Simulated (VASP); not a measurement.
Given:

```yaml
crystal:
  lattice:
    - [3.14997, 0.00000, 0.00000]
    - [-1.57499, 2.72796, 0.00000]
    - [0.00000, 0.00000, 10.31220]
  atoms:
    - { symbol: Zn, position: [0.00000, 0.00000, 0.00000] }
    - { symbol: Zn, position: [0.00000, 0.00000, 0.50000] }
    - { symbol: Zn, position: [0.66667, 0.33333, 0.75018] }
    - { symbol: Zn, position: [0.33333, 0.66667, 0.25018] }
    - { symbol: O, position: [0.00000, 0.00000, 0.81216] }
    - { symbol: O, position: [0.00000, 0.00000, 0.31216] }
    - { symbol: O, position: [0.66667, 0.33333, 0.56329] }
    - { symbol: O, position: [0.33333, 0.66667, 0.06329] }
```

The numbers are results of PBE GGA, VASP's PBE PAW potentials (set 64) (plane waves; VASP), not measurements. Numerical set-up: 400 eV cut-off, 10×10×3 Γ-centred mesh, Gaussian smearing of 0.10 eV, potentials Zn O.

At this cut-off the stress carries a Pulay error, which pulls relaxed volumes low.

**Question.** Give the stress tensor in GPa (positive for a compressed cell).

**Answer.** 
```
14.06   0.00   0.00
 0.00  14.06   0.00
 0.00   0.00  13.25
```
The pressure is its mean diagonal, 13.79 GPa.

The structure was generated: ZnO was put into an ordered model structure, which need not be its known phase. The cell was not relaxed at this level.
